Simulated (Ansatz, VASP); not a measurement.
**W (W wire along [111], 10 atoms a period) in two plane-wave programs**

Aim: how closely do two programs agree when they are given the same cell, functional and k mesh? Of the first pair: The structure shown is the start of the Ansatz relaxation below; VASP solves that cell, so the two are compared at the walk's first step.

Main program and level: Ansatz 0.2.0; plane waves, with VASP 6.6.1 beside it; single point at PBE.

## (1) The structure

The cell holds 10 atoms: 10 W. Cell: a = 13.525 Å, b = 13.271 Å, c = 2.745 Å, α = 90.0°, β = 90.0°, γ = 90.0°. Vacuum lies along a and b. The structure's axis is c.

## (2) Ansatz: relaxation, PBE

Ansatz runs on its PAW soft_1 files.

The two programs are compared at the cell with which this relaxation starts, whose forces are those of its first step.

The input, input.yaml:

```yaml
crystal:
  lattice:
    - [13.525, 0.0, 0.0]
    - [0.0, 13.271, 0.0]
    - [0.0, 0.0, 2.74530053]
  atoms:
    - { symbol: W, position: [0.417118558, 0.45123157, 0.0] }
    - { symbol: W, position: [0.582850794, 0.743782338, 0.0] }
    - { symbol: W, position: [0.251386322, 0.353714647, 0.333333333] }
    - { symbol: W, position: [0.417118558, 0.646265415, 0.333333333] }
    - { symbol: W, position: [0.582850794, 0.353714647, 0.333333333] }
    - { symbol: W, position: [0.748583031, 0.646265415, 0.333333333] }
    - { symbol: W, position: [0.251386322, 0.548748492, 0.666666667] }
    - { symbol: W, position: [0.417118558, 0.256197724, 0.666666667] }
    - { symbol: W, position: [0.582850794, 0.548748492, 0.666666667] }
    - { symbol: W, position: [0.748583031, 0.45123157, 0.0] }
kpoints:
  mp_grid: { grid: [1, 1, 30] }
scf:
  occupations: { method: fermi_dirac, width: 0.05 }
hamiltonian:
  xc: pbe
  pseudopotentials: { kind: paw, azcp: { folder: soft_1 } }
relax:
  cell: { fix: [a, b, alpha, beta, gamma] }
  max_steps: 45
  f_tol: 0.03
```

Launch:

```console
$ ansatz run input.yaml --threads 4 --pin off --max-ram 16384MiB --backend cpu --events-out ev --progress --plain --runs-dir out
```

Numbers of over 12 decimals in the logs are rounded to 6 here.

What it wrote:

```text
Engine: ansatz 0.2.0, x86_64-unknown-linux-gnu
Pseudopotentials: kind: paw
Pseudopotential: W, paw, valence charge 14, recommended cutoff 420 eV (normal), soft_1/W.paw.azcp
Functional definition: PBE
  parameter kappa = 0.804
  parameter beta = 0.066725
  exchange = pbe_x(kappa = kappa, mu = beta*pi^2/3)
  correlation = pbe_c(beta = beta)
Crystal: 10 atoms, lattice volume = 492.755 Å³
Basis set: ecut = 420 eV, 9669 PW (Γ), exchange–correlation on 192×180×40 points (8 copies of the dense FFT grid, shifted against one another)
Bands: 84, of which v1, the nominal top of the filled ones, is band 70 counted from 1 (69 counted from 0)
Symmetry: 2 space group operations
Space group: P-1 (ITA 2), of the structure as read, at distance tolerance 7.9e-5 Å
k-points: 16 of 30
Non-local potential: W, projectors of the file, l = 0: 3, l = 1: 2, l = 2: 2, l = 3: 1
PAW form: soft (Blöchl's): semilocal exchange-correlation on the pseudo side does not see the compensation charge
PAW one-centre angular grid: W, 590 points (default); XC on 64 Gauss nodes
Initial density: superposition of atomic densities (neutral atoms: chi_scale 0, normalization atom)
Initial wavefunctions: pseudopotential atomic-orbital guess
Functional: x = pbe(κ = 0.804, μ = 0.219515), c = pbe(β = 0.066725)
SCF iter   1: F=—  HF=-103848.808265 eV  |F-HF|=—  |Δ(HF+E_count)|=         —  Δρ=4.41e-2  dr2=5.04e1  ethr=3.10e-3  ⟨swp⟩=9.2  Hψ=6175  notcnv=0
preconditioner: auto → LDOS  [metal: Δε(μ)=0.010 eV  Ē_g=4.334 eV  σ=0.050 eV  W_gap=0.05  n_scr=68 (ndim 8)  ℏωp=13.0 eV  f_vac=0.501  D(μ)=14.47/eV (n_scr^D=70)  β→1.0]
SCF iter   2: F=—  HF=-103843.701709 eV  |F-HF|=—  |Δ(HF+E_count)|=    5.11e0  Δρ=2.97e-2  dr2=1.27e1  ethr=3.10e-3  ⟨swp⟩=5.1  Hψ=3873  notcnv=0  defer=9
SCF iter   3: F=—  HF=-103841.931525 eV  |F-HF|=—  |Δ(HF+E_count)|=    1.77e0  Δρ=7.65e-3  dr2=1.39e0  ethr=3.10e-3  ⟨swp⟩=3.8  Hψ=3227  notcnv=0  defer=21
SCF iter   4: F=—  HF=-103841.696690 eV  |F-HF|=—  |Δ(HF+E_count)|=   2.35e-1  Δρ=2.28e-3  dr2=1.49e-1  ethr=9.95e-4  ⟨swp⟩=2.6  Hψ=2028  notcnv=0  defer=21
SCF iter   5: F=—  HF=-103841.686130 eV  |F-HF|=—  |Δ(HF+E_count)|=   1.06e-2  Δρ=1.18e-3  dr2=2.80e-2  ethr=1.06e-4  ⟨swp⟩=3.1  Hψ=2350  notcnv=0  defer=22
SCF iter   6: F=—  HF=-103841.682556 eV  |F-HF|=—  |Δ(HF+E_count)|=   3.57e-3  Δρ=3.29e-4  dr2=1.42e-3  ethr=2.00e-5  ⟨swp⟩=2.2  Hψ=2099  notcnv=0  defer=20
SCF iter   7: F=—  HF=-103841.682719 eV  |F-HF|=—  |Δ(HF+E_count)|=   1.63e-4  Δρ=1.09e-4  dr2=1.51e-4  ethr=1.01e-6  ⟨swp⟩=2.6  Hψ=1968  notcnv=0  defer=20
SCF iter   8: F=—  HF=-103841.682744 eV  |F-HF|=—  |Δ(HF+E_count)|=   2.49e-5  Δρ=4.58e-5  dr2=2.15e-5  ethr=1.08e-7  ⟨swp⟩=2.4  Hψ=1901  notcnv=0  defer=20
SCF iter   9: F=—  HF=-103841.682592 eV  |F-HF|=—  |Δ(HF+E_count)|=   1.52e-4  Δρ=1.27e-5  dr2=1.30e-6  ethr=1.54e-8  ⟨swp⟩=2.1  Hψ=1845  notcnv=0  defer=20
SCF iter  10: F=—  HF=-103841.682593 eV  |F-HF|=—  |Δ(HF+E_count)|=   9.15e-7  Δρ=4.15e-6  dr2=2.35e-7  ethr=9.25e-10  ⟨swp⟩=2.9  Hψ=2187  notcnv=0  defer=20
SCF iter  11: F=-103841.682593 eV  HF=-103841.682593 eV  |F-HF|=2.91e-10  |Δ(HF+E_count)|=   4.06e-8  Δρ=1.33e-6  dr2=1.43e-8  ethr=7.14e-11  ⟨swp⟩=5.0  Hψ=4767  notcnv=0
SCF 1 converged in 11 iterations: F = -103841.682593 eV  dr2 = 1.43e-8
  greatest PAW one-centre occupation: 0.999 electrons in one spin orbital (limit 2), on the W atom at site 8 (counted from 0), in its partial waves of l = 0
relax step   1: F+E_penalty+E_count = -103841.68259269 eV  Δ(F+E_penalty+E_count) = +0.000e0 eV  max|allowed force component| = 1.853e0 eV/Å  Δτ_max = 0.0000 Å  P = -6.461 GPa  Ω = 492.755 Å³  fix = [a, b, alpha, beta, gamma]  reactions: a -6.066, b -5.794 GPa; alpha +0.285, beta +0.526, gamma +0.205 GPa/rad  (11 SCF iters, dr2 threshold 1.00e-7 eV, accepted)
[...]
relax step   6: F+E_penalty+E_count = -103842.74597051 eV  Δ(F+E_penalty+E_count) = -8.817e-4 eV  max|allowed force component| = 3.384e-2 eV/Å  Δτ_max = 0.0200 Å  P = -0.023 GPa  Ω = 480.340 Å³  energy of the carried Pulay correction = +1.981e-3 eV  fix = [a, b, alpha, beta, gamma]  reactions: a -0.046, b -0.032 GPa; alpha +0.030, beta +0.035, gamma -0.010 GPa/rad  (7 SCF iters, dr2 threshold 1.92e-7 eV, accepted)
[...]
relax step   7: F+E_penalty+E_count = -103842.74627698 eV  Δ(F+E_penalty+E_count) = -3.065e-4 eV  max|allowed force component| = 5.391e-3 eV/Å  Δτ_max = 0.0111 Å  P = -0.029 GPa  Ω = 480.344 Å³  energy of the carried Pulay correction = +1.981e-3 eV  fix = [a, b, alpha, beta, gamma]  reactions: a -0.061, b -0.024 GPa; alpha +0.002, beta +0.007, gamma -0.005 GPa/rad  (7 SCF iters, dr2 threshold 7.16e-8 eV, accepted)
[...]
relax step   8: F+E_penalty+E_count = -103842.74429709 eV  Δ(F+E_penalty+E_count) = +1.980e-3 eV  max|allowed force component| = 5.485e-3 eV/Å  Δτ_max = 0.0000 Å  P = -0.029 GPa  Ω = 480.344 Å³  fix = [a, b, alpha, beta, gamma]  reactions: a -0.060, b -0.022 GPa; alpha +0.002, beta +0.007, gamma -0.005 GPa/rad  stress off target by 4.40e-3 GPa on what of the cell is left free  SCF on the basis re-selected at this cell (its energy is not comparable with the rows above)  (5 SCF iters)
basis re-selected at this cell: Δ(F+E_penalty+E_count) = +1.980e-3 eV, ΔP = +0.000 GPa vs the last step (what re-selecting the basis moved, of the pressure what is left beyond the Pulay correction that the steps carried, after the strain that the cell walked since its last selection, with what the two solves' SCF thresholds leave and, on support functions, any second-order correction that the steps lacked; it is no measure of the basis error at this ecutwfc). The dense FFT grid was sized anew with the basis: this SCF ran on 96×90×18 points, the steps before it on 96×90×20, so part of this shift can come from that change (see relax.cell in the input reference). [rest of the remark cut]
SCF converged after 5 iterations
Free energy (F): -103842.744297 eV
Harris-Foulkes:  -103842.744297 eV  (|F-HF|=1.02e-10)
Internal energy: -103842.656041 eV  (E = F + TS)
E sigma→0 (E₀):  -103842.700169 eV
Entropy (-TS):   -0.088256 eV (-8.826 meV/atom)
Fermi energy:    4.596243 eV
--- Per-component energies (eV) ---
  E_band       = -3295.797539
  E_kinetic    = 4213.488826
  E_local      = -61120.020312  (includes V_loc(G=0)·N_el)
  E_nonlocal   = -245.218823
  E_hartree    = 28889.095585
  E_xc         = -2662.999781
  E_vxc        = -2294.272504  (∫ρ·V_xc dr)
  E_paw        = -85780.319635  (= ΣΔE_a)
  E_vpaw       = -1627.967278  (= ΣTr[D̂ρ^β])
  E_aug_tail   = 0.001502  (compensation charges beyond the density's cutoff)
  E_ewald      = 12863.316597
  E_smearing   = -0.088256  (= −TS)
  E_closure    = 0.000000  (closes the sum)
  Σ components = -103842.744297   (vs F -103842.744297, Δ=0.00e0)
--- Forces (eV/Å), atoms counted from 1 ---
  atom   1  W      0.00219693     0.00179796     0.00073674
  atom   2  W     -0.00412675     0.00045307     0.00089797
  atom   3  W     -0.00548513    -0.00080579    -0.00053139
  atom   4  W      0.00236720     0.00349635     0.00362355
  atom   5  W     -0.00236720    -0.00349635    -0.00362355
  atom   6  W      0.00548513     0.00080579     0.00053139
  atom   7  W      0.00166525    -0.00493420    -0.00048364
  atom   8  W      0.00412675    -0.00045307    -0.00089797
  atom   9  W     -0.00219693    -0.00179796    -0.00073674
  atom  10  W     -0.00166525     0.00493420     0.00048364
  max |Σ_I F_I| component: 3.25e-19 eV/Å
--- Stress (GPa, compression-positive) ---
       -0.059707       0.004819      -0.006825
        0.004819      -0.022267      -0.002180
       -0.006825      -0.002180      -0.004405
  P = ⅓ Tr σ = -0.0288 GPa (-0.288 kbar)
--- Relaxed structure (7 steps of the walk, 7 accepted, 1 SCFs on fresh bases) ---
  F+E_penalty+E_count = -103842.74429709 eV   max|allowed force component| = 5.485e-3 eV/Å   (the final SCF, on the basis selected at the relaxed cell)
  cell:  # Å, volume = 480.3437 Å³
    - [13.525, 0, 0]
    - [0, 13.271, 0]
    - [0, 0, 2.676155]
  atoms:
    - { symbol: W, position: [0.416097, 0.449966, 0.010038] }
    - { symbol: W, position: [0.580275, 0.736795, -0.00773779] }
    - { symbol: W, position: [0.260820, 0.357319, 0.366389] }
    - { symbol: W, position: [0.417979, 0.642600, 0.333697] }
    - { symbol: W, position: [0.581990, 0.357400, 0.332970] }
    - { symbol: W, position: [0.739149, 0.642681, 0.300278] }
    - { symbol: W, position: [0.257879, 0.544417, 0.674691] }
    - { symbol: W, position: [0.419695, 0.263205, 0.674404] }
    - { symbol: W, position: [0.583873, 0.550034, 0.656628] }
    - { symbol: W, position: [0.742090, 0.455583, -0.00802403] }
```

## (3) VASP: single point, PBE, start cell, pair 1

The same cell, functional, mesh and smearing now go to VASP, with its own data sets.

Lines of VASP's logs that name or quote its potential files are left out, and so is its time.

The input, INCAR:

```
SYSTEM = W
PREC = Accurate
ENCUT = 520
EDIFF = 1E-06
NELM = 120
ISMEAR = -1
SIGMA = 0.05
LREAL = .FALSE.
ALGO = Normal
GGA = PE
NBANDS = 40
LASPH = .TRUE.
LORBIT = 11
LWAVE = .FALSE.
LCHARG = .FALSE.
ISIF = 2
GGA_COMPAT = .FALSE.
KPAR = 2
```

The input, POSCAR:

```
W
1.0
   13.5250000000      0.0000000000      0.0000000000
    0.0000000000     13.2710000000      0.0000000000
    0.0000000000      0.0000000000      2.7453010000
W
10
Direct
    0.4171185213      0.4512415040      0.0000000000
    0.5828507948      0.7437923291      0.0000000000
    0.2513863216      0.3537245874      0.3333332119
    0.4171185213      0.6462754126      0.3333332119
    0.5828507948      0.3537245874      0.3333332119
    0.7485829945      0.6462754126      0.3333332119
    0.2513863216      0.5487584960      0.6666664238
    0.4171185213      0.2562076709      0.6666664238
    0.5828507948      0.5487584960      0.6666664238
    0.7485829945      0.4512415040      0.0000000000
```

The input, KPOINTS:

```
Automatic mesh
0
Gamma
1 1 30
0 0 0
```

Potentials, in the order of the species: W (PBE family, release 64).

Launch:

```console
$ mpirun -np 2 vasp_std
```

What it wrote:

```text
[banner, memory and clock lines left out]
running    2 mpi-ranks, on    1 nodes
 distrk:  each k-point on    1 cores,    2 groups
 distr:  one band on    1 cores,    1 groups

 POSCAR found type information on POSCAR W
 POSCAR found :  1 types and      10 ions
 LDA part: xc-table for (Slater+PW92), standard interpolation
 POSCAR, INCAR and KPOINTS ok, starting setup
 FFT: planning ... GRIDC
 FFT: planning ... GRID_SOFT
 FFT: planning ... GRID
 WAVECAR not read
 entering main loop
       N       E                     dE             d eps       ncg     rms          rms(c)
DAV:   1     0.272452170252E+03    0.27245E+03   -0.21108E+04  1280   0.116E+03
DAV:   2    -0.760867763682E+02   -0.34854E+03   -0.32798E+03  1856   0.230E+02
DAV:   3    -0.118392905793E+03   -0.42306E+02   -0.40483E+02  1632   0.778E+01
DAV:   4    -0.121513673268E+03   -0.31208E+01   -0.30607E+01  2152   0.180E+01
DAV:   5    -0.121633800021E+03   -0.12013E+00   -0.11856E+00  2040   0.369E+00    0.497E+01
DAV:   6    -0.115613978057E+03    0.60198E+01   -0.35515E+01  2024   0.192E+01    0.254E+01
DAV:   7    -0.121342057646E+03   -0.57281E+01   -0.78136E+01  2240   0.342E+01    0.168E+01
DAV:   8    -0.112420715917E+03    0.89213E+01   -0.75958E+01  2304   0.285E+01    0.380E+00
DAV:   9    -0.112587757128E+03   -0.16704E+00   -0.66608E+00  2136   0.942E+00    0.294E+00
DAV:  10    -0.112457080737E+03    0.13068E+00   -0.72415E-01  2176   0.358E+00    0.186E+00
DAV:  11    -0.112431838125E+03    0.25243E-01   -0.11773E-01  2176   0.129E+00    0.150E+00
DAV:  12    -0.112427746802E+03    0.40913E-02   -0.12513E-01  2232   0.117E+00    0.106E+00
DAV:  13    -0.112412392944E+03    0.15354E-01   -0.13229E-01  2192   0.122E+00    0.524E-01
DAV:  14    -0.112411487233E+03    0.90571E-03   -0.13669E-02  2072   0.492E-01    0.279E-01
DAV:  15    -0.112410974641E+03    0.51259E-03   -0.42232E-03  2104   0.236E-01    0.144E-01
DAV:  16    -0.112411158227E+03   -0.18359E-03   -0.17869E-03  2128   0.165E-01    0.595E-02
DAV:  17    -0.112411320278E+03   -0.16205E-03   -0.51082E-04  2200   0.853E-02    0.402E-02
DAV:  18    -0.112411587857E+03   -0.26758E-03   -0.42209E-04  1904   0.847E-02    0.323E-02
DAV:  19    -0.112411765214E+03   -0.17736E-03   -0.10452E-04  2128   0.364E-02    0.267E-02
DAV:  20    -0.112411881683E+03   -0.11647E-03   -0.58459E-05  2056   0.320E-02    0.753E-03
DAV:  21    -0.112411999141E+03   -0.11746E-03   -0.25321E-05  1624   0.207E-02    0.691E-03
DAV:  22    -0.112412022866E+03   -0.23725E-04   -0.10023E-05  1664   0.116E-02    0.486E-03
DAV:  23    -0.112412026054E+03   -0.31879E-05   -0.26828E-06  1176   0.782E-03    0.416E-03
DAV:  24    -0.112412026650E+03   -0.59648E-06   -0.57883E-07  1104   0.379E-03
   1 F= -.11241203E+03 E0= -.11236316E+03  d E =-.977241E-01
```

From OUTCAR (step 3):

```text
ion  position               nearest neighbor table
   1  0.417  0.451  0.000-   3 2.75   8 2.75   7 2.75   5 2.75   4 2.75   9 2.75   8 3.17   7 3.17
                             3 3.17   9 3.17   5 3.17   4 3.17
   2  0.583  0.744  0.000-   6 2.75   9 2.75   4 2.75   9 3.17   6 3.17   4 3.17
   3  0.251  0.354  0.333-   8 2.75   1 2.75   7 2.75   8 3.17   1 3.17   7 3.17
   4  0.417  0.646  0.333-   7 2.75   2 2.75   9 2.75   1 2.75   7 3.17   2 3.17   9 3.17   1 3.17

  LATTYP: Found a simple orthorhombic cell.
 ALAT       =     2.7453010000
 B/A-ratio  =     4.8340783033
 C/A-ratio  =     4.9266000340

 Subroutine GETGRP returns: Found  2 space group operations
 (whereof  1 operations were pure point group operations)

The static configuration has the point symmetry C_1 .
 The point group associated with its full space group is S_2 .

 Found     16 irreducible k-points:

   k-points           NKPTS =     16   k-points in BZ     NKDIM =     16   number of bands    NBANDS=     40

   dimension x,y,z NGX =   108 NGY =  100 NGZ =   20
   dimension x,y,z NGXF=   216 NGYF=  200 NGZF=   40

   ENCUT  =  520.0 eV  38.22 Ry    6.18 a.u.  25.15 24.68  5.10*2*pi/ulx,y,z

   NELECT =      60.0000    total number of electrons

 k-points in reciprocal lattice and weights: Automatic mesh
   0.00000000  0.00000000  0.00000000       0.033
   0.00000000  0.00000000  0.03333333       0.067
   0.00000000  0.00000000  0.06666667       0.067
   0.00000000  0.00000000  0.10000000       0.067
   0.00000000  0.00000000  0.13333333       0.067
   0.00000000  0.00000000  0.16666667       0.067
   0.00000000  0.00000000  0.20000000       0.067
   0.00000000  0.00000000  0.23333333       0.067
   0.00000000  0.00000000  0.26666667       0.067
[...]
0.00000000  0.00000000  0.46666667       0.067
   0.00000000  0.00000000  0.50000000       0.033

 average (electrostatic) potential at core
       1 -46.3728       2 -46.0316       3 -46.0537       4 -46.0243       5 -46.0243
       6 -46.0537       7 -46.0325       8 -46.0316       9 -46.3728      10 -46.0325

 E-fermi :  -0.3483

 k-point     1 :       0.0000    0.0000    0.0000
  band No.  band energies     occupation
    ...
     26      -1.2059      2.00000
     27      -1.1297      2.00000
     28      -0.8347      1.99988
     29      -0.6635      1.99635
     30      -0.5039      1.91489
     31      -0.1126      0.01778
     32      -0.0378      0.00401
     33       0.0072      0.00163
     34       0.1449      0.00010
     35       0.3147      0.00000
    ...

 k-point     2 :       0.0000    0.0000    0.0333
  band No.  band energies     occupation
    ...
     26      -1.2151      2.00000
     27      -1.1322      2.00000
     28      -0.8626      1.99993
     29      -0.6688      1.99671
     30      -0.5128      1.92822
     31      -0.1360      0.02825
     32      -0.0897      0.01129
     33      -0.0059      0.00212
     34       0.1281      0.00015
     35       0.2994      0.00000
    ...

 k-point     3 :       0.0000    0.0000    0.0667
  band No.  band energies     occupation
    ...
     26      -1.2318      2.00000
     27      -1.1423      2.00000
     28      -0.9382      1.99998
     29      -0.7011      1.99828
     30      -0.5407      1.95823
     31      -0.2208      0.14484
     32      -0.1995      0.09715
     33      -0.0571      0.00590
     34       0.0891      0.00032
     35       0.1383      0.00012
    ...

  Total      -21.3511681    -20.4027942    -26.4642971     -0.7307558     -0.8584306     -1.5810020
  in kB      -69.4226730    -66.3390641    -86.0478561     -2.3760301     -2.7911611     -5.1405799
  external PRESSURE =     -73.9365311 kB  Pullay stress =       0.0000000 kB

  energy-cutoff  :      520.00
  volume of cell :      492.75
      direct lattice vectors                 reciprocal lattice vectors
    13.525000000  0.000000000  0.000000000     0.073937153  0.000000000  0.000000000
     0.000000000 13.271000000  0.000000000     0.000000000  0.075352272  0.000000000
     0.000000000  0.000000000  2.745301000     0.000000000  0.000000000  0.364258783

 POSITION                                       TOTAL-FORCE (eV/Angst)
 -----------------------------------------------------------------------------------
      5.64153      5.98843      0.00000        -1.333878     -0.774695      0.066105
      7.88306      9.87087      0.00000         0.272368     -1.860162      0.139730
      3.40000      4.69428      0.91510         2.040981      1.188310      0.388757
      5.64153      8.57672      0.91510         0.462845     -0.790344      0.007971
      7.88306      4.69428      0.91510        -0.462845      0.790344     -0.007971
     10.12459      8.57672      0.91510        -2.040981     -1.188310     -0.388757
      3.40000      7.28257      1.83020         1.469045     -1.177579     -0.133557
      5.64153      3.40013      1.83020        -0.272368      1.860162     -0.139730
      7.88306      7.28257      1.83020         1.333878      0.774695     -0.066105
     10.12459      5.98843      0.00000        -1.469045      1.177579      0.133557
 -----------------------------------------------------------------------------------
    total drift:                                0.000004      0.000004      0.000001

  FREE ENERGIE OF THE ION-ELECTRON SYSTEM (eV)
  ---------------------------------------------------
  free  energy   TOTEN  =      -112.4120266503 eV

  energy  without entropy=     -112.3143025599  energy(sigma->0) =     -112.36316461

 total charge
# of ion       s       p       d       tot
------------------------------------------
    1        0.667   0.685   4.118   5.471
    2        0.678   0.405   3.996   5.079
    3        0.675   0.404   3.997   5.076
    4        0.655   0.533   4.029   5.217
    5        0.655   0.533   4.029   5.217
    6        0.675   0.404   3.997   5.076
    7        0.678   0.405   3.996   5.079
    8        0.678   0.405   3.996   5.079
    9        0.667   0.685   4.118   5.471
   10        0.678   0.405   3.996   5.079
--------------------------------------------------
tot          6.706   4.864  40.272  51.842

[... 3 further parts left out ...]
```

The data set W keeps the semicore shell frozen, which is cheaper and a little less accurate.

## (4) Comparison

Known differences besides the potentials themselves: the data sets hold 140 valence electrons in Ansatz (on its PAW soft_1 files) and 60 in VASP; the cutoff is 420 eV in Ansatz and 520 eV in VASP. Total energies have different zeros and are not compared.

Forces (eV/Å; atoms numbered as in POSCAR):

| atom | Ansatz x, y, z | VASP x, y, z |
| --- | --- | --- |
| W1 | -1.325, -0.769, 0.066 | -1.334, -0.775, 0.066 |
| W2 | 0.266, -1.652, 0.108 | 0.272, -1.860, 0.140 |
| W3 | 1.853, 1.080, 0.351 | 2.041, 1.188, 0.389 |
| W4 | 0.373, -0.634, 0.008 | 0.463, -0.790, 0.008 |
| W5 | -0.373, 0.634, -0.008 | -0.463, 0.790, -0.008 |
| W6 | -1.853, -1.080, -0.351 | -2.041, -1.188, -0.389 |
| W7 | 1.293, -1.069, -0.101 | 1.469, -1.178, -0.134 |
| W8 | -0.266, 1.652, -0.108 | -0.272, 1.860, -0.140 |
| W9 | 1.325, 0.769, -0.066 | 1.334, 0.775, -0.066 |
| W10 | -1.293, 1.069, 0.101 | -1.469, 1.178, 0.134 |

The forces differ by 106 meV/Å r.m.s., which is 10.3 % of the r.m.s. force of 1.035 eV/Å (both taken over all components).

(Part 1 of 2 ends here.)

[Lines on the potential files, build, host, timing and source positions are cut from VASP's logs without a mark.]

[Logs are printed without paths, hosts, clocks, repeated set-up lines and the standing remarks that a program may print on its own settings, such as how far it seeks lower states.]

[Hosts, paths, dates, database ids (printed as entryN), source tags and the programs' standing remarks are cut or masked in the printed files.]
